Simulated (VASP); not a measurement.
Level of theory: PBEsol GGA, VASP's PBE PAW potentials (set 64) (plane waves; VASP 6.6.1).

The input files of a VASP run:

INCAR:
```
SYSTEM = MgSr3O4
PREC = Accurate
ENCUT = 520
EDIFF = 1E-7
NELM = 100
ALGO = Normal
LREAL = .FALSE.
LASPH = .TRUE.
ISMEAR = 0
SIGMA = 0.05
GGA = PS
LMAXMIX = 4
LWAVE = .FALSE.
LCHARG = .FALSE.
LORBIT = 11
ICHARG = 11
```

### POSCAR
```
MgSr3O4
1
   -0.0000000000     2.4619678510     2.4619678510
    2.4619678510    -0.0000000000     2.4619678510
    9.8634970925     9.8634970925    -0.0156256885
Sr O Mg
3 4 1
Direct
  0.0232876308   0.0232876308   0.9825342769
  0.0000000000   0.0000000000   0.2500000000
  0.9767123692   0.9767123692   0.5174657231
  0.5115965124   0.5115965124   0.1163026157
  0.4884034876   0.4884034876   0.3836973843
  0.4668311088   0.4668311088   0.6498766684
  0.5331688912   0.5331688912   0.8501233316
  0.0000000000   0.0000000000   0.7500000000
```

### KPOINTS
```
k-points along high-symmetry lines
12
Line-mode
Reciprocal
  0.000000   0.000000   0.000000 ! GAMMA
  0.000000   0.000000  -0.500000 ! T

  0.000000   0.000000  -0.500000 ! T
 -0.328125   0.328125  -0.500000 ! H_2

 -0.343750   0.328125  -0.187500 ! H_0
  0.000000   0.500000   0.500000 ! L

  0.000000   0.500000   0.500000 ! L
  0.000000   0.000000   0.000000 ! GAMMA

  0.000000   0.000000   0.000000 ! GAMMA
 -0.335938   0.335938   0.000000 ! S_0

 -0.335938   0.328125  -0.343750 ! S_2
 -0.500000   0.000000  -1.000000 ! F

 -0.500000   0.000000  -1.000000 ! F
  0.000000   0.000000   0.000000 ! GAMMA
```

POTCAR, in this order: Sr_sv O Mg (PBE.64 set). Program: vasp_std. Read from the step before: CHGCAR.

Output

**OSZICAR**
```
       N       E                     dE             d eps       ncg     rms          rms(c)
DAV:   1     0.359126173098E+03    0.35913E+03   -0.29798E+04  5544   0.162E+03
DAV:   2    -0.225807324839E+02   -0.38171E+03   -0.37514E+03  7792   0.345E+02
DAV:   3    -0.467680656121E+02   -0.24187E+02   -0.24126E+02  8247   0.804E+01
DAV:   4    -0.475240320095E+02   -0.75597E+00   -0.75500E+00  8312   0.122E+01
DAV:   5    -0.475404351551E+02   -0.16403E-01   -0.16400E-01  7805   0.162E+00
DAV:   6    -0.475407627908E+02   -0.32764E-03   -0.32760E-03  8351   0.209E-01
DAV:   7    -0.475407691604E+02   -0.63697E-05   -0.63691E-05  7888   0.264E-02
DAV:   8    -0.475407693771E+02   -0.21666E-06   -0.21665E-06  7110   0.409E-03
DAV:   9    -0.475407693810E+02   -0.39390E-08   -0.38086E-08  5208   0.720E-04
   1 F= -.47540769E+02 E0= -.47540769E+02  d E =-.106444E-10
```

OUTCAR:
```
 val. band max:        1.8897673052   @ k =   0.0000   0.0000   0.0000

 cond. band min:       5.1570406738   @ k =  -0.5000   0.0000  -1.0000



 k-point     1 :       0.0000    0.0000    0.0000
  band No.  band energies     occupation
      1     -30.3335      2.00000
      2     -30.2925      2.00000
      3     -30.2278      2.00000
      4     -14.8672      2.00000
      5     -14.6284      2.00000
      6     -13.7163      2.00000
      7     -13.5336      2.00000
      8     -11.9530      2.00000
      9     -11.9530      2.00000
     10     -11.9418      2.00000
     11     -11.9418      2.00000
     12     -11.9055      2.00000
     13     -11.9055      2.00000
     14     -11.5779      2.00000
     15     -11.0981      2.00000
     16     -10.6397      2.00000
     17      -0.8078      2.00000
     18       0.1336      2.00000
     19       0.4598      2.00000
     20       0.6927      2.00000
     21       0.6927      2.00000
     22       1.0934      2.00000
     23       1.0934      2.00000
     24       1.2297      2.00000
     25       1.2297      2.00000
     26       1.7315      2.00000
     27       1.7315      2.00000
     28       1.8898      2.00000
     29       5.3578      0.00000
     30       7.4642      0.00000
     31       7.4949      0.00000
     32       7.5723      0.00000
     33       7.9150      0.00000

 k-point     2 :       0.0000    0.0000   -0.0455
  band No.  band energies     occupation
      1     -30.3335      2.00000
      2     -30.2925      2.00000
      3     -30.2278      2.00000
      4     -14.8696      2.00000
      5     -14.6238      2.00000
      6     -13.7287      2.00000
      7     -13.5229      2.00000
      8     -11.9530      2.00000
      9     -11.9530      2.00000
     10     -11.9418      2.00000
     11     -11.9418      2.00000
     12     -11.9055      2.00000
     13     -11.9055      2.00000
     14     -11.5797      2.00000
     15     -11.0965      2.00000
     16     -10.6401      2.00000
...
```

The density is held fixed in this step, so its total energy and stress have no physical meaning.

The structure was generated: MgSr3O4 was put into an ordered model structure (R-3m), which need not be its known phase. It was relaxed first.
